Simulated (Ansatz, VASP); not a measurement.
# Ge (linear Ge chain): VASP beside Ansatz, part 2 of 2

Aim: how closely do two programs agree when they are given the same cell, functional and k mesh? The structure shown is the end of the Ansatz relaxation below. Other levels of theory on this material are compared in a session of their own.

VASP 6.6.1 and Ansatz 0.2.0.

So far: The structure; Ansatz: relaxation, RPBE.

### 3. VASP: single point, RPBE

Level of this step: RPBE, zero-moment start; plane waves and PAW (Ge_d) (VASP).

The same cell, functional, mesh and smearing now go to VASP, with its own data sets.

Lines of VASP's logs that name or quote its potential files are left out, and so is its time.

INCAR reads:

```
SYSTEM = Ge
PREC = Accurate
ENCUT = 500
EDIFF = 1E-06
NELM = 200
ISMEAR = -1
SIGMA = 0.05
LREAL = .FALSE.
ALGO = Normal
GGA = RP
NBANDS = 13
ISPIN = 2
MAGMOM = -0
LORBIT = 11
LWAVE = .FALSE.
LCHARG = .FALSE.
ISIF = 2
LASPH = .TRUE.
GGA_COMPAT = .FALSE.
```

POSCAR reads:

```
Ge
1.0
    7.5000000000      0.0000000000      0.0000000000
    0.0000000000      7.5000000000      0.0000000000
    0.0000000000      0.0000000000      2.3740985473
Ge
1
Direct
    0.5000000000      0.5000000000      0.0000000000
```

KPOINTS reads:

```
Automatic mesh
0
Gamma
1 1 36
0 0 0
```

The projector-augmented-wave data sets are Ge_d (PBE family, release 64).

Launch:

```bash
> mpirun -np 1 vasp_std
```

Numbers of over 12 decimals in the logs are rounded to 6 here.

Log:

```text
[banner, memory and clock lines left out]
running    1 mpi-ranks, on    1 nodes
 distrk:  each k-point on    1 cores,    1 groups
 distr:  one band on    1 cores,    1 groups

 POSCAR found type information on POSCAR Ge
 POSCAR found :  1 types and       1 ions
|                                                                             |
|               ----> ADVICE to this user running VASP <----                  |
|                                                                             |
|     You enforced a specific xc type in the INCAR file but a different       |
|     [... a line on the potential file left out ...]
|     I HOPE YOU KNOW WHAT YOU ARE DOING!                                     |
|                                                                             |

 LDA part: xc-table for (Slater+PW92), standard interpolation
 POSCAR, INCAR and KPOINTS ok, starting setup
 FFT: planning ... GRIDC
 FFT: planning ... GRID_SOFT
 FFT: planning ... GRID
 WAVECAR not read
 entering main loop
       N       E                     dE             d eps       ncg     rms          rms(c)
DAV:   1     0.671193308905E+02    0.67119E+02   -0.71682E+03   988   0.122E+03
DAV:   2     0.493073327600E+01   -0.62189E+02   -0.56648E+02  1093   0.245E+02
DAV:   3    -0.254059093798E+01   -0.74713E+01   -0.73730E+01  1156   0.824E+01
DAV:   4    -0.283391871869E+01   -0.29333E+00   -0.29295E+00  1217   0.187E+01
DAV:   5    -0.284841175306E+01   -0.14493E-01   -0.14493E-01  1420   0.415E+00    0.161E+00
DAV:   6    -0.280796595325E+01    0.40446E-01   -0.19505E-02  1083   0.108E+00    0.885E-01
DAV:   7    -0.278879645303E+01    0.19170E-01   -0.30460E-02  1078   0.133E+00    0.122E-01
DAV:   8    -0.278663045009E+01    0.21660E-02   -0.29238E-03  1115   0.330E-01    0.659E-02
DAV:   9    -0.278613669056E+01    0.49376E-03   -0.21359E-04  1033   0.125E-01    0.276E-02
DAV:  10    -0.278607353267E+01    0.63158E-04   -0.83834E-05  1008   0.560E-02    0.188E-02
DAV:  11    -0.278608248378E+01   -0.89511E-05   -0.17723E-05  1038   0.253E-02    0.106E-02
DAV:  12    -0.278621891879E+01   -0.13644E-03   -0.47341E-05  1013   0.247E-02    0.589E-03
DAV:  13    -0.278625808556E+01   -0.39167E-04   -0.28538E-06  1008   0.134E-02    0.207E-03
DAV:  14    -0.278628396658E+01   -0.25881E-04   -0.37397E-06   998   0.863E-03    0.254E-03
DAV:  15    -0.278628474879E+01   -0.78221E-06   -0.30961E-07   815   0.552E-03
   1 F= -.27862847E+01 E0= -.27824941E+01  d E =-.758125E-02  mag=     0.0000
```

From OUTCAR (step 3):

```text
ion  position               nearest neighbor table
   1  0.500  0.500  0.000-

  LATTYP: Found a simple tetragonal cell.
 ALAT       =     7.5000000000
 C/A-ratio  =     0.3165464730

 Subroutine GETGRP returns: Found 16 space group operations
 (whereof 16 operations were pure point group operations)

The static configuration has the point symmetry D_4h.

 Found     19 irreducible k-points:

   k-points           NKPTS =     19   k-points in BZ     NKDIM =     19   number of bands    NBANDS=     13

   dimension x,y,z NGX =    56 NGY =   56 NGZ =   18
   dimension x,y,z NGXF=   112 NGYF=  112 NGZF=   36

   ENCUT  =  500.0 eV  36.75 Ry    6.06 a.u.  13.67 13.67  4.33*2*pi/ulx,y,z

   NELECT =      14.0000    total number of electrons

 k-points in reciprocal lattice and weights: Automatic mesh
   0.00000000  0.00000000  0.00000000       0.028
   0.00000000  0.00000000  0.02777778       0.056
   0.00000000  0.00000000  0.05555556       0.056
   0.00000000  0.00000000  0.08333333       0.056
   0.00000000  0.00000000  0.11111111       0.056
   0.00000000  0.00000000  0.13888889       0.056
   0.00000000  0.00000000  0.16666667       0.056
   0.00000000  0.00000000  0.19444444       0.056
   0.00000000  0.00000000  0.22222222       0.056
[...]
0.00000000  0.00000000  0.47222222       0.056
   0.00000000  0.00000000  0.50000000       0.028

 average (electrostatic) potential at core
       1 -82.4554

 E-fermi :  -3.1553

 spin component 1
 k-point     1 :       0.0000    0.0000    0.0000
  band No.  band energies     occupation
    ...
      4     -27.4899      1.00000
      5     -27.4899      1.00000
      6     -13.0025      1.00000
      7      -4.2441      1.00000
      8      -4.2441      1.00000
      9       0.1308      0.00000
     10       1.7234      0.00000
     11       3.1249      0.00000
     12       3.3917      0.00000
     13       3.3917      0.00000

 k-point     2 :       0.0000    0.0000    0.0278
  band No.  band energies     occupation
    ...
      4     -27.4916      1.00000
      5     -27.4916      1.00000
      6     -12.9828      1.00000
      7      -4.2226      1.00000
      8      -4.2226      1.00000
      9       0.1510      0.00000
     10       1.7439      0.00000
     11       3.1452      0.00000
     12       3.4124      0.00000
     13       3.4124      0.00000

 k-point     3 :       0.0000    0.0000    0.0556
  band No.  band energies     occupation
    ...
      4     -27.4969      1.00000
      5     -27.4969      1.00000
      6     -12.9237      1.00000
      7      -4.1583      1.00000
      8      -4.1583      1.00000
      9       0.2113      0.00000
     10       1.8053      0.00000
     11       3.2061      0.00000
     12       3.4743      0.00000
     13       3.4743      0.00000

 k-point     4 :       0.0000    0.0000    0.0833
  band No.  band energies     occupation
    ...
      4     -27.5055      1.00000
      5     -27.5055      1.00000
      6     -12.8249      1.00000
      7      -4.0513      1.00000
      8      -4.0513      1.00000
      9       0.3119      0.00000
     10       1.9076      0.00000
     11       3.3076      0.00000
     12       3.5773      0.00000
     13       3.5773      0.00000

 k-point     5 :       0.0000    0.0000    0.1111
  band No.  band energies     occupation
    ...
      4     -27.5171      1.00000
      5     -27.5171      1.00000
      6     -12.6862      1.00000
      7      -3.9020      1.00000
      8      -3.9020      1.00000
      9       0.4523      0.00000
     10       2.0508      0.00000
     11       3.4497      0.00000
     12       3.7215      0.00000
     13       3.7215      0.00000

 k-point     6 :       0.0000    0.0000    0.1389
  band No.  band energies     occupation
    ...
      4     -27.5314      1.00000
      5     -27.5314      1.00000
      6     -12.5074      1.00000
      7      -3.7109      0.99999
      8      -3.7109      0.99999
      9       0.6322      0.00000
     10       2.2350      0.00000
     11       3.6323      0.00000
     12       3.9066      0.00000
     13       3.9066      0.00000

  Total        0.1333971      0.1333971     -0.0267297     -0.0000000      0.0000000      0.0000000
  in kB        1.6004267      1.6004267     -0.3206881     -0.0000000      0.0000000      0.0000000
  external PRESSURE =       0.9600551 kB  Pullay stress =       0.0000000 kB

  energy-cutoff  :      500.00
  volume of cell :      133.54
      direct lattice vectors                 reciprocal lattice vectors
     7.500000000  0.000000000  0.000000000     0.133333333  0.000000000  0.000000000
     0.000000000  7.500000000  0.000000000     0.000000000  0.133333333  0.000000000
     0.000000000  0.000000000  2.374098547     0.000000000  0.000000000  0.421212507

 POSITION                                       TOTAL-FORCE (eV/Angst)
 -----------------------------------------------------------------------------------
      3.75000      3.75000      0.00000         0.000000      0.000000      0.000000
 -----------------------------------------------------------------------------------
    total drift:                                0.000000      0.000000      0.000000

  FREE ENERGIE OF THE ION-ELECTRON SYSTEM (eV)
  ---------------------------------------------------
  free  energy   TOTEN  =        -2.7862847488 eV

  energy  without entropy=       -2.7787034960  energy(sigma->0) =       -2.78249412

 total charge
# of ion       s       p       d       tot
------------------------------------------
    1        1.247   0.998   9.985  12.229

 magnetization (x)
# of ion       s       p       d       tot
------------------------------------------
    1        0.000   0.000   0.000   0.000

[... 6 further parts left out ...]
```

### 4. Differences

Known differences besides the potentials themselves: the cutoff is 420 eV in Ansatz and 500 eV in VASP; Ansatz makes its cores anew for this functional, VASP keeps those of its PBE data sets; Ansatz's pressure holds a Pulay correction, VASP's none. Total energies have different zeros and are not compared.

The two programs side by side:

```tsv
quantity	Ansatz	VASP	difference
pressure (GPa)	0.13	0.10	+0.03
```

### 5. Summary of results

```json
{
 "difference in pressure (single point, RPBE)": "0.034 GPa"
}
```

In words: The difference in pressure is 0.034 GPa (single point, RPBE), within the 1 GPa picked in this series as the mark of a large difference. 3 further runs of this series are not shown here. How closely two codes agree says nothing of how well the functional describes the real material.

[Lines on the potential files, build, host, timing and source positions are cut from VASP's logs without a mark.]

[Logs are printed without paths, hosts, clocks, repeated set-up lines and the standing remarks that a program may print on its own settings, such as how far it seeks lower states.]

[Hosts, paths, dates, database ids (printed as entryN), source tags and the programs' standing remarks are cut or masked in the printed files.]
